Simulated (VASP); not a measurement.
Consider the following.

```
ZnO4S
1.0
    0.00000     3.87281     3.87281
    3.87281     0.00000     3.87281
    3.87281     3.87281     0.00000
Zn S O
1 1 4
Direct
  0.25000   0.25000   0.25000
  0.00000   0.00000   0.00000
  0.67513   0.10829   0.10829
  0.10829   0.10829   0.67513
  0.10829   0.67513   0.10829
  0.10829   0.10829   0.10829
```

Calculation: PBEsol GGA, VASP's PBE PAW potentials (set 64) (plane waves; VASP). Settings: 400 eV cut-off, 5×5×5 Γ-centred mesh, Gaussian smearing of 0.010 eV, potentials Zn S O.

Task: Predict the energy per atom (σ→0).

Result: 
| Quantity | Value |
|---|---|
| energy per atom (σ→0) | -5.877 eV/atom |

The absolute energy has meaning only against runs of the same code, potentials and settings.

The structure comes from a computed database's ZnSO4 entry (F-43m); how it stands against other phases isn't given here. The cell was not relaxed at this level.
